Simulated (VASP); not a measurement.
Calculation: PBEsol GGA, VASP's PBE PAW potentials (set 64) (plane waves; VASP).

The input files of a VASP run:

File POSCAR:
```
CdSe
1
    2.1564077990    -3.7350076313     0.0000000000
    2.1564077990     3.7350076313    -0.0000000000
    0.0000000000     0.0000000000     7.0323731095
Cd Se
2 2
Direct
  0.6666670000   0.3333330000   0.5000090894
  0.3333330000   0.6666670000   0.0000090894
  0.6666670000   0.3333330000   0.8759909106
  0.3333330000   0.6666670000   0.3759909106
```

KPOINTS:
```
Automatic mesh
0
Gamma
6 6 3
0 0 0
```

**INCAR**
```
# general
SYSTEM   =  CdSe
PREC     =  Accurate
ENCUT    =  500   # plane-wave cut-off (eV)
LREAL    =  .FALSE.
LASPH    =  .TRUE.   # aspherical one-centre terms

# electronic loop
EDIFF    =  1E-6
NELM     =  100   # most electronic steps
ALGO     =  Normal
LMAXMIX  =  4

# smearing
ISMEAR   =  0   # Gaussian
SIGMA    =  0.05

# functional
GGA      =  PS

# ions
IBRION   =  2
NSW      =  40   # most ionic steps
ISIF     =  3   # ions, shape and volume
EDIFFG   =  -0.02   # ionic stop

# output
LWAVE    =  .FALSE.
LCHARG   =  .FALSE.
```

POTCAR, in this order: Cd Se (PBE.64 set). Program: vasp_std.

The resulting files:

### OUTCAR
```
 ion  position               nearest neighbor table
   1  0.667  0.333  0.500-   4 2.64   4 2.64   4 2.64   3 2.64
   2  0.333  0.667  0.000-   3 2.64   3 2.64   3 2.64   4 2.64
   3  0.667  0.333  0.876-   2 2.64   2 2.64   2 2.64   1 2.64
   4  0.333  0.667  0.376-   1 2.64   1 2.64   1 2.64   2 2.64
  LATTYP: Found a hexagonal cell.
 ALAT       =     4.3128153915
 C/A-ratio  =     1.6305759628
 Subroutine PRICEL returns:
 Original cell was already a primitive cell.
 Subroutine GETGRP returns: Found 12 space group operations
The static configuration has the point symmetry C_3v.
 The point group associated with its full space group is C_6v.
The dynamic configuration has the point symmetry C_3v.
 Subroutine INISYM returns: Found 12 space group operations
 Subroutine IBZKPT returns following result:
 Found     14 irreducible k-points:

 Following reciprocal coordinates:
            Coordinates               Weight
  0.000000  0.000000  0.000000      1.000000
  0.166667 -0.000000  0.000000      6.000000
  0.333333  0.000000  0.000000      6.000000
  0.500000  0.000000  0.000000      3.000000
  0.166667  0.166667  0.000000      6.000000
...
```

OSZICAR:
```
       N       E                     dE             d eps       ncg     rms          rms(c)
DAV:   1     0.235185850744E+03    0.23519E+03   -0.17059E+04   616   0.143E+03
DAV:   2    -0.392505322863E+00   -0.23558E+03   -0.23082E+03   670   0.340E+02
DAV:   3    -0.129962873200E+02   -0.12604E+02   -0.12534E+02   748   0.796E+01
DAV:   4    -0.131076079656E+02   -0.11132E+00   -0.11126E+00   694   0.718E+00
DAV:   5    -0.131085464597E+02   -0.93849E-03   -0.93845E-03   742   0.616E-01    0.870E+00
DAV:   6    -0.123855254856E+02    0.72302E+00   -0.17327E+00   780   0.142E+01    0.683E+00
DAV:   7    -0.123496436921E+02    0.35882E-01   -0.55808E-01   670   0.429E+00    0.283E+00
DAV:   8    -0.123454263862E+02    0.42173E-02   -0.68606E-02   676   0.302E+00    0.380E-01
DAV:   9    -0.123447392522E+02    0.68713E-03   -0.10095E-02   706   0.133E+00    0.126E-01
DAV:  10    -0.123447546020E+02   -0.15350E-04   -0.89673E-04   700   0.365E-01    0.670E-02
DAV:  11    -0.123448242025E+02   -0.69601E-04   -0.19224E-04   670   0.102E-01    0.201E-02
DAV:  12    -0.123448092793E+02    0.14923E-04   -0.89287E-05   796   0.101E-01    0.832E-03
DAV:  13    -0.123448112907E+02   -0.20114E-05   -0.10185E-05   652   0.227E-02    0.583E-03
DAV:  14    -0.123448110608E+02    0.22980E-06   -0.99694E-07   512   0.671E-03
   1 F= -.12344811E+02 E0= -.12344811E+02  d E =-.123448E+02
```

### OUTCAR
```
------------------------ aborting loop because EDIFF is reached ----------------------------------------
  FORCE on cell =-STRESS in cart. coord.  units (eV):
  Direction    XX          YY          ZZ          XY          YZ          ZX
  --------------------------------------------------------------------------------------
  Total       -0.0062416     -0.0062416      0.0045810      0.0000000      0.0000000      0.0000000
  in kB       -0.0882786     -0.0882786      0.0647909      0.0000000      0.0000000      0.0000000
  external PRESSURE =      -0.0372555 kB  Pullay stress =       0.0000000 kB
  volume of cell :      113.28
      direct lattice vectors                 reciprocal lattice vectors
     2.156407799 -3.735007631  0.000000000     0.231867089 -0.133868535  0.000000000
     2.156407799  3.735007631  0.000000000     0.231867089  0.133868535  0.000000000
     0.000000000  0.000000000  7.032373109     0.000000000  0.000000000  0.142199509
  FREE ENERGIE OF THE ION-ELECTRON SYSTEM (eV)
  ---------------------------------------------------
  free  energy   TOTEN  =       -12.3448110608 eV

  energy  without entropy=      -12.3448110608  energy(sigma->0) =      -12.34481106

 reached required accuracy - stopping structural energy minimisation
```
(Selected blocks of OUTCAR.)

File OUTCAR:
```
 val. band max:        0.7649725888   @ k =   0.0000   0.0000   0.0000

 cond. band min:       1.2914787391   @ k =   0.0000   0.0000   0.0000


 Fermi energy:         0.9772592132

 k-point     1 :       0.0000    0.0000    0.0000
  band No.  band energies     occupation
      1     -11.8264      2.00000
      2     -11.4467      2.00000
      3      -7.1201      2.00000
      4      -7.1143      2.00000
      5      -7.1143      2.00000
      6      -7.0472      2.00000
      7      -7.0472      2.00000
      8      -6.7841      2.00000
      9      -6.7841      2.00000
     10      -6.7211      2.00000
     11      -6.7211      2.00000
     12      -6.4579      2.00000
     13      -3.6386      2.00000
     14      -0.0021      2.00000
     15      -0.0021      2.00000
     16       0.7186      2.00000
     17       0.7650      2.00000
     18       0.7650      2.00000
     19       1.2915      0.00000
     20       2.8488      0.00000
     21       6.5385      0.00000
     22       6.5385      0.00000

 k-point     2 :       0.1667   -0.0000    0.0000
  band No.  band energies     occupation
      1     -11.7436      2.00000
      2     -11.4097      2.00000
      3      -7.0949      2.00000
      4      -7.0856      2.00000
      5      -7.0516      2.00000
      6      -7.0089      2.00000
      7      -7.0066      2.00000
      8      -6.7991      2.00000
      9      -6.7831      2.00000
     10      -6.7458      2.00000
     11      -6.7153      2.00000
     12      -6.4098      2.00000
     13      -3.4753      2.00000
     14      -1.0586      2.00000
     15      -0.6746      2.00000
     16      -0.3236      2.00000
     17       0.5102      2.00000
     18       0.5707      2.00000
     19       2.6527      0.00000
     20       3.8178      0.00000
     21       5.9050      0.00000
     22       6.9068      0.00000

 k-point     3 :       0.3333    0.0000    0.0000
  band No.  band energies     occupation
      1     -11.5627      2.00000
...
```

The compound is CdSe in the wurtzite structure. It was relaxed first.
